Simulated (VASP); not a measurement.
All values below come from LDA (Ceperley-Alder, Perdew-Zunger), VASP's LDA PAW potentials (set 64) (plane waves; VASP).

VASP input:

### INCAR
```
ALGO  =  Normal
EDIFF  =  1E-6
EDIFFG  =  -0.01
ENCUT  =  400
IBRION  =  2
ISIF  =  3
ISMEAR  =  0
LASPH  =  .TRUE.
LCHARG  =  .FALSE.
LMAXMIX  =  4
LREAL  =  .FALSE.
LWAVE  =  .FALSE.
NELM  =  100
NSW  =  60
PREC  =  Accurate
SIGMA  =  0.05
SYSTEM  =  GaAs
```

POSCAR:
```
GaAs
1
    0.0000000000     2.8750900000     2.8750900000
    2.8750900000     0.0000000000     2.8750900000
    2.8750900000     2.8750900000     0.0000000000
Ga As
1 1
Direct
  0.0000000000   0.0000000000   0.0000000000
  0.2500000000   0.2500000000   0.2500000000
```

File KPOINTS:
```
Automatic mesh
0
Gamma
7 7 7
0 0 0
```

POTCAR, in this order: Ga_d As (LDA.64 set). Program: vasp_std.

Output of the run:

OSZICAR:
```
       N       E                     dE             d eps       ncg     rms          rms(c)
DAV:   1     0.715352432263E+02    0.71535E+02   -0.80496E+03   520   0.163E+03
DAV:   2    -0.427282739448E+01   -0.75808E+02   -0.73223E+02   545   0.284E+02
DAV:   3    -0.969621791134E+01   -0.54234E+01   -0.53346E+01   695   0.693E+01
DAV:   4    -0.978772510943E+01   -0.91507E-01   -0.91475E-01   572   0.966E+00
DAV:   5    -0.978943408119E+01   -0.17090E-02   -0.17088E-02   672   0.113E+00    0.283E+00
DAV:   6    -0.961731936276E+01    0.17211E+00   -0.26606E-01   804   0.940E+00    0.165E+00
DAV:   7    -0.958131831987E+01    0.36001E-01   -0.64967E-02   666   0.194E+00    0.522E-01
DAV:   8    -0.957795886262E+01    0.33595E-02   -0.86097E-03   600   0.121E+00    0.860E-02
DAV:   9    -0.957795361270E+01    0.52499E-05   -0.73126E-04   643   0.383E-01    0.457E-02
DAV:  10    -0.957795871514E+01   -0.51024E-05   -0.36354E-05   738   0.624E-02    0.236E-02
DAV:  11    -0.957796413361E+01   -0.54185E-05   -0.63164E-06   603   0.417E-02    0.177E-03
DAV:  12    -0.957796401807E+01    0.11553E-06   -0.36364E-07   330   0.840E-03
   1 F= -.95779640E+01 E0= -.95778435E+01  d E =-.957796E+01
       N       E                     dE             d eps       ncg     rms          rms(c)
DAV:   1    -0.113734717683E+02   -0.17955E+01   -0.21089E+01   688   0.827E+01    0.785E+00
DAV:   2    -0.996499538962E+01    0.14085E+01   -0.34387E+00   650   0.632E+01    0.321E+00
DAV:   3    -0.967390743700E+01    0.29109E+00   -0.22309E-01   723   0.764E+00    0.106E+00
DAV:   4    -0.963131264875E+01    0.42595E-01   -0.25166E-02   729   0.170E+00    0.322E-01
DAV:   5    -0.962610432075E+01    0.52083E-02   -0.34666E-03   625   0.781E-01    0.602E-02
DAV:   6    -0.962605102648E+01    0.53294E-04   -0.19598E-04   766   0.134E-01    0.122E-02
DAV:   7    -0.962605314291E+01   -0.21164E-05   -0.12450E-05   575   0.346E-02    0.604E-03
DAV:   8    -0.962605372842E+01   -0.58551E-06   -0.99544E-07   345   0.137E-02
   2 F= -.96260537E+01 E0= -.96260537E+01  d E =-.480897E-01
       N       E                     dE             d eps       ncg     rms          rms(c)
DAV:   1    -0.974298813331E+01   -0.11693E+00   -0.14923E+00   675   0.261E+01    0.188E+00
DAV:   2    -0.965801256276E+01    0.84976E-01   -0.14862E-01   635   0.872E+00    0.866E-01
DAV:   3    -0.963601626352E+01    0.21996E-01   -0.28747E-02   685   0.354E+00    0.179E-01
DAV:   4    -0.963403791261E+01    0.19784E-02   -0.24387E-03   629   0.826E-01    0.649E-02
DAV:   5    -0.963374826259E+01    0.28965E-03   -0.16007E-04   645   0.185E-01    0.187E-02
DAV:   6    -0.963373633846E+01    0.11924E-04   -0.22521E-05   655   0.861E-02    0.948E-03
DAV:   7    -0.963373585074E+01    0.48772E-06   -0.31407E-06   445   0.379E-02
   3 F= -.96337359E+01 E0= -.96337359E+01  d E =-.557718E-01
```

**OUTCAR**
```
------------------------ aborting loop because EDIFF is reached ----------------------------------------
  FORCE on cell =-STRESS in cart. coord.  units (eV):
  Direction    XX          YY          ZZ          XY          YZ          ZX
  --------------------------------------------------------------------------------------
  Total        0.0127287      0.0127287      0.0127287     -0.0000000      0.0000000     -0.0000000
  in kB        0.4630706      0.4630706      0.4630706     -0.0000000      0.0000000     -0.0000000
  external PRESSURE =       0.4630706 kB  Pullay stress =       0.0000000 kB
  volume of cell :       44.04
      direct lattice vectors                 reciprocal lattice vectors
     0.000000000  2.802891535  2.802891535    -0.178387210  0.178387210  0.178387210
     2.802891535  0.000000000  2.802891535     0.178387210 -0.178387210  0.178387210
     2.802891535  2.802891535  0.000000000     0.178387210  0.178387210 -0.178387210
  FREE ENERGIE OF THE ION-ELECTRON SYSTEM (eV)
  ---------------------------------------------------
  free  energy   TOTEN  =        -9.6337358507 eV

  energy  without entropy=       -9.6337358507  energy(sigma->0) =       -9.63373585

 reached required accuracy - stopping structural energy minimisation
```
(Selected blocks of OUTCAR.)

### CONTCAR
```
GaAs
   1.00000000000000
     0.0000000000000000    2.8028915351193229    2.8028915351193229
     2.8028915351193229    0.0000000000000000    2.8028915351193229
     2.8028915351193229    2.8028915351193229    0.0000000000000000
  Ga              As
     1     1
Direct
     0.0000000000000000    0.0000000000000000    0.0000000000000000
     0.2500000000000000    0.2500000000000000    0.2500000000000000
```

**OUTCAR**
```
 val. band max:        4.0521981524   @ k =   0.0000   0.0000   0.0000

 cond. band min:       4.5752180057   @ k =   0.0000   0.0000   0.0000


 Fermi energy:         4.3223034641

 k-point     1 :       0.0000    0.0000    0.0000
  band No.  band energies     occupation
      1     -10.9308      2.00000
      2     -10.9308      2.00000
      3     -10.9308      2.00000
      4     -10.8465      2.00000
      5     -10.8465      2.00000
      6      -8.8989      2.00000
      7       4.0522      2.00000
      8       4.0522      2.00000
      9       4.0522      2.00000
     10       4.5752      0.00000
     11       7.7283      0.00000
     12       7.7283      0.00000
     13       7.7283      0.00000

 k-point     2 :       0.1429    0.0000    0.0000
  band No.  band energies     occupation
      1     -10.9493      2.00000
      2     -10.9260      2.00000
      3     -10.9260      2.00000
      4     -10.8468      2.00000
      5     -10.8468      2.00000
      6      -8.6531      2.00000
      7       1.7112      2.00000
      8       3.7409      2.00000
      9       3.7409      2.00000
     10       5.6667      0.00000
     11       8.1762      0.00000
     12       8.1762      0.00000
     13       8.4016      0.00000

 k-point     3 :       0.2857    0.0000    0.0000
  band No.  band energies     occupation
      1     -10.9860      2.00000
      2     -10.9165      2.00000
      3     -10.9165      2.00000
      4     -10.8456      2.00000
      5     -10.8456      2.00000
      6      -7.9833      2.00000
      7      -0.7714      2.00000
      8       3.2244      2.00000
      9       3.2244      2.00000
     10       5.3416      0.00000
     11       8.6827      0.00000
     12       8.6827      0.00000
     13      10.5810      0.00000

 k-point     4 :       0.4286    0.0000    0.0000
  band No.  band energies     occupation
      1     -11.0122      2.00000
      2     -10.9108      2.00000
      3     -10.9108      2.00000
...
```

Energy and stress use the plane-wave basis of the starting cell.

The structure comes from a computed database's GaAs entry (F-43m); how it stands against other phases isn't given here. This run relaxes it. Symmetry was kept, so distortions that lower it aren't found.
